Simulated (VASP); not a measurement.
# Al₂Ga₂N₄ (ordered alloy cell): computed properties

Calculation: PBEsol GGA, VASP's PBE PAW potentials (set 64) (plane waves; VASP).

For Al2Ga2N4, the space group is Pmn2_1 (31) and the cell is a = 3.146 Å, b = 5.446 Å, c = 5.093 Å, α = 90.00°, β = 90.00°, γ = 90.00°. The volume per atom is 10.91 Å³/atom and the band gap (over mesh and band path) is 2.90 eV. The smallest direct gap (over mesh and band path) is 2.90 eV and the band-edge character is direct, Γ to Γ. The density is 4.75 g/cm³.

```
CELL_PARAMETERS angstrom
      3.14381    -5.44765     0.00000
      1.57295     2.72443     0.00000
      0.00000     0.00000     5.09262
ATOMIC_POSITIONS crystal
  Ga 0.33534 0.33534 0.50197
  Ga 0.16466 0.66466 0.00197
  N  0.34028 0.34028 0.88460
  N  0.15972 0.65972 0.38460
  N  0.82573 0.32573 0.87588
  N  0.67427 0.67427 0.37588
  Al 0.83106 0.33106 0.50155
  Al 0.66894 0.66894 0.00155
```

The structure was generated: Al2Ga2N4 was put into an ordered model structure (Pmn2_1), which need not be its known phase. It was relaxed first. Symmetry was kept, so distortions that lower it aren't found.
